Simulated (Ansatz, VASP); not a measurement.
# Cross-check of C (Diamond) between VASP and Ansatz

Wanted: the spread between two codes on one cell, functional and k mesh. The cell is taken from a series of runs on this material, whose earlier steps may have relaxed, scaled, displaced or heated it; both programs get it as it stands.

Main program and level: Ansatz 0.2.0; plane waves, with VASP 6.6.1 beside it; zone-centre phonons at LDA.

### Step 1. Set-up

The structure is cubic, space group Fd-3m (No. 227). Conventional cell: a = 3.578 Å, b = 3.578 Å, c = 3.578 Å, α = 90.00°, β = 90.00°, γ = 90.00°. Nearest to C lie 4 C at 1.55 Å.

### Step 2. Ansatz: zone-centre phonons, LDA, pair 1

Ansatz runs on its PAW soft_1 files.

Second derivatives magnify differences that forces hide, and they need a tight electronic threshold.

Input file input.yaml:

```yaml
crystal:
  lattice:
    - [0.0, 1.7889692828, 1.7889692828]
    - [1.7889692828, 0.0, 1.7889692828]
    - [1.7889692828, 1.7889692828, 0.0]
  atoms:
    - { symbol: C, position: [0.5, 0.5, 0.5] }
    - { symbol: C, position: [0.75, 0.75, 0.75] }
kpoints:
  mp_grid: { grid: [12, 12, 12] }
hamiltonian:
  xc: lda
  pseudopotentials: { kind: paw, azcp: { folder: soft_1 }, xc_functional: pbe }
scf:
  occupations: { method: fixed }
output:
  eigenvalues: true
phonons:
  method: dfpt
  dielectric: true
  rigid_motions: translations
```

On the command line:

```console
> ansatz run input.yaml --threads 4 --pin off --max-ram 10240MiB --backend cpu --events-out ev --progress --plain --runs-dir out
```

Numbers of over 12 decimals in the logs are rounded to 6 here.

Log:

```text
Engine: ansatz 0.2.0, x86_64-unknown-linux-gnu
Pseudopotentials: kind: paw
Pseudopotential: C, paw, valence charge 4, recommended cutoff 420 eV (normal), soft_1/C.paw.azcp
Functional definition: SPW92
  exchange = slater_x
  correlation = pw_c
Crystal: 2 atoms, lattice volume = 11.451 Å³
Basis set: ecut = 420 eV, 229 PW (Γ), exchange–correlation on 40×40×40 points (8 copies of the dense FFT grid, shifted against one another)
Bands: 8, of which v1, the nominal top of the filled ones, is band 4 counted from 1 (3 counted from 0)
Symmetry: 48 space group operations
k-points: 280 of 1728 (irreducible under 4 space group operations, time reversal used)
Non-local potential: C, projectors of the file, l = 0: 2, l = 1: 2, l = 2: 1
PAW form: soft (Blöchl's): semilocal exchange-correlation on the pseudo side does not see the compensation charge
PAW frozen core: C, regenerated for the run's functional, and the local potential with it (the file was generated under x = pbe(κ = 0.804, μ = 0.219515), c = pbe(β = 0.066725))
PAW one-centre angular grid: C, 110 points (default); XC on 64 Gauss nodes
Initial density: superposition of atomic densities (chi_scale 0.1, normalization cell)
Initial wavefunctions: pseudopotential atomic-orbital guess
Functional: x = slater, c = lda
SCF iter   1: F=—  HF=-486.621793 eV  |F-HF|=—  |Δ(HF+E_count)|=         —  Δρ=1.37e-1  dr2=1.54e0  ethr=3.10e-3  ⟨swp⟩=3.9  Hψ=12889  notcnv=0  defer=471
preconditioner: auto → none  [insulator: Δε(μ)=4.869 eV  Ē_g=19.395 eV  n_scr=0 (ndim 8)  ℏωp=31.0 eV  f_vac=0.000  ε∞_Penn≈3.6]
SCF iter   2: F=—  HF=-486.036263 eV  |F-HF|=—  |Δ(HF+E_count)|=   5.86e-1  Δρ=5.26e-2  dr2=1.96e-1  ethr=3.10e-3  ⟨swp⟩=2.7  Hψ=6061  notcnv=0  defer=450
SCF iter   3: F=—  HF=-485.966291 eV  |F-HF|=—  |Δ(HF+E_count)|=   7.00e-2  Δρ=5.60e-3  dr2=1.08e-3  ethr=2.45e-3  ⟨swp⟩=2.8  Hψ=3954  notcnv=0  defer=506
SCF iter   4: F=—  HF=-485.966333 eV  |F-HF|=—  |Δ(HF+E_count)|=   4.20e-5  Δρ=1.06e-4  dr2=3.42e-7  ethr=1.35e-5  ⟨swp⟩=2.6  Hψ=3259  notcnv=0  defer=551
SCF iter   5: F=—  HF=-485.966336 eV  |F-HF|=—  |Δ(HF+E_count)|=   3.26e-6  Δρ=3.83e-5  dr2=3.82e-8  ethr=4.27e-9  ⟨swp⟩=2.1  Hψ=3127  notcnv=0  defer=161
SCF iter   6: F=—  HF=-485.966336 eV  |F-HF|=—  |Δ(HF+E_count)|=   2.41e-9  Δρ=6.24e-6  dr2=1.30e-9  ethr=4.78e-10  ⟨swp⟩=1.9  Hψ=2855  notcnv=0  defer=161
SCF iter   7: F=—  HF=-485.966336 eV  |F-HF|=—  |Δ(HF+E_count)|=  4.47e-10  Δρ=1.99e-6  dr2=1.27e-10  ethr=1.25e-12  ⟨swp⟩=7.1  Hψ=11766  notcnv=0
SCF iter   8: F=-485.966336 eV  HF=-485.966336 eV  |F-HF|=1.14e-13  |Δ(HF+E_count)|=  4.90e-11  Δρ=7.63e-8  dr2=1.93e-13  ethr=1.25e-12  ⟨swp⟩=5.0  Hψ=7482  notcnv=0
SCF 1 converged in 8 iterations: F = -485.966336 eV  dr2 = 1.93e-13
  greatest PAW one-centre occupation: 0.637 electrons in one spin orbital (limit 2), on the C atom at site 1 (counted from 0), in its partial waves of l = 0
NSCF: frozen V_eff on 1 k-points
DFPT response loops at Γ: preconditioner auto → none (the input reference at scf.mixing.eps_inf says where Resta's filter doesn't serve); β = 0.50; Broyden in place of MSR1
── the response to a field inside a basis, on 12×12×12 k-points: an SCF that follows is theirs, and a resumed run solves both again ──
Bands: 5, of which v1, the nominal top of the filled ones, is band 4 counted from 1 (3 counted from 0)
k-points: 182 of 1728 (irreducible under 12 space group operations)
Initial density: handed on by an earlier stage of this run
Initial wavefunctions: pseudopotential atomic-orbital guess (no wavefunctions were taken with the density)
Eigensolver: Dense (182 Hₖ)
SCF iter   1: F=—  HF=-485.969391 eV  |F-HF|=—  |Δ(HF+E_count)|=         —  Δρ=5.69e-4  dr2=4.56e-6  ethr=1.00e-1
preconditioner: auto → none  [insulator: Δε(μ)=4.306 eV  Ē_g=15.766 eV  n_scr=0 (ndim 8)  ℏωp=31.0 eV  f_vac=0.000  ε∞_Penn≈4.9]
SCF iter   2: F=—  HF=-485.969393 eV  |F-HF|=—  |Δ(HF+E_count)|=   1.87e-6  Δρ=2.82e-4  dr2=1.07e-6  ethr=5.70e-8
SCF iter   3: F=-485.969393 eV  HF=-485.969393 eV  |F-HF|=1.25e-9  |Δ(HF+E_count)|=   7.79e-7  Δρ=9.98e-6  dr2=1.56e-9  ethr=1.34e-8
SCF 1 converged in 3 iterations: F = -485.969393 eV  dr2 = 1.56e-9
DFPT response loops at Γ: mixed as the last ones told, above
SCF converged after 8 iterations
Free energy (F): -485.966336 eV
Harris-Foulkes:  -485.966336 eV  (|F-HF|=1.14e-13)
Internal energy: -485.966336 eV  (E = F + TS)
E sigma→0 (E₀):  -485.966336 eV
Fermi energy:    12.924826 eV
--- Per-component energies (eV) ---
  E_band       = 32.568249
  E_kinetic    = 178.921049
  E_local      = -112.812725  (includes V_loc(G=0)·N_el)
  E_nonlocal   = 47.678388
  E_hartree    = 26.368795
  E_xc         = -94.504664
  E_vxc        = -117.013284  (∫ρ·V_xc dr)
  E_paw        = -184.870598  (= ΣΔE_a)
  E_vpaw       = -16.942806  (= ΣTr[D̂ρ^β])
  E_aug_tail   = 0.000036  (compensation charges beyond the density's cutoff)
  E_ewald      = -346.872282
  E_core_change = 0.125665  (= ΣΔE_core)
  E_smearing   = -0.000000  (= −TS)
  E_closure    = 0.000000  (closes the sum)
  Σ components = -485.966336   (vs F -485.966336, Δ=0.00e0)
--- Band table (eV; the first three rows and the last of 280) ---
  k-point 0: bands = ["-8.2867", "12.9248", "12.9248", "12.9248", "18.4374", "18.4374", "18.4374", "26.1886"]
  k-point 1: bands = ["-8.0957", "11.7204", "12.6041", "12.6041", "18.8532", "18.8532", "19.1431", "26.3292"]
  k-point 2: bands = ["-7.5249", "9.2289", "11.9112", "11.9112", "19.7563", "19.7563", "20.2350", "26.7347"]
  k-point 279: bands = ["1.1864", "1.1864", "4.6398", "4.6398", "23.3242", "23.3242", "25.1050", "25.1050"]
--- Phonons (Γ-DFPT): 1 representative perturbation + reference, on 280 of 1728 k-points (Σ response iterations 3) ---
  k mesh reduced under 4 symmetry operations, with k and −k counted as one. Each operation leaves every solved perturbation unchanged. A smaller set is not considered because the run solves the response to a homogeneous field
  ASR residual: 3.052e-5 → 0.000e0 eV/Å²; symmetrization residual: 3.553e-14 eV/Å²
  ASR residual per site (eV/Å²): 3.05e-5 3.05e-5
  Γ frequencies (cm⁻¹): 0.00 0.00 0.00 1270.83 1270.83 1270.83
  ε∞ (high-frequency dielectric tensor):
        5.821698    -0.000000    -0.000000
       -0.000000     5.821698    -0.000000
       -0.000000    -0.000000     5.821698
  ε⁰ (static dielectric tensor: ions relaxed, cell fixed):
        5.821698    -0.000000    -0.000000
       -0.000000     5.821698    -0.000000
       -0.000000    -0.000000     5.821698
  ε⁰ − ε∞ (ionic part):
        0.000000    -0.000000    -0.000000
       -0.000000     0.000000     0.000000
       -0.000000     0.000000     0.000000
  softest optical mode at Γ: 1270.83 cm⁻¹; the repairs (sum rule, projections) moved no ω² at Γ by more than (0.83 cm⁻¹)²
  Born effective charges Z* (e; rows j = field, columns β = displacement):
    site 0:
        -0.00000    0.00000    0.00000
        -0.00000    0.00000   -0.00000
        -0.00000   -0.00000    0.00000
    site 1:
         0.00000   -0.00000   -0.00000
         0.00000    0.00000    0.00000
         0.00000    0.00000    0.00000
  Z* charge neutrality: 4.441e-4 e pre-enforcement
  solved inside a basis spanned on kpoints, on 12×12×12 k-points, its susceptibility summed on 16×16×16: ε∞ is read to err by 1.5e-2, Z* by 4.3e-3 e (field_mesh: kpoints solves on kpoints)
  optical modes at Γ without the LO–TO term, one row a degenerate level:
      ω (cm⁻¹)  modes    IR ((D/Å)²/amu)
       1270.83      3             0.0000
  optical modes at Γ + LO–TO along q̂ = [1.0000, 0.0000, 0.0000]:
      ω (cm⁻¹)  modes    IR ((D/Å)²/amu)
       1270.83      3             0.0000
  optical modes at Γ + LO–TO along q̂ = [0.0000, 1.0000, 0.0000]:
      ω (cm⁻¹)  modes    IR ((D/Å)²/amu)
       1270.83      3             0.0000
  optical modes at Γ + LO–TO along q̂ = [0.0000, 0.0000, 1.0000]:
      ω (cm⁻¹)  modes    IR ((D/Å)²/amu)
       1270.83      3             0.0000
```

(Continued in part 2 of 3.)

[Lines on the potential files, build, host, timing and source positions are cut from VASP's logs without a mark.]

[Logs are printed without paths, hosts, clocks, repeated set-up lines and the standing remarks that a program may print on its own settings, such as how far it seeks lower states.]

[Hosts, paths, dates, database ids (printed as entryN), source tags and the programs' standing remarks are cut or masked in the printed files.]
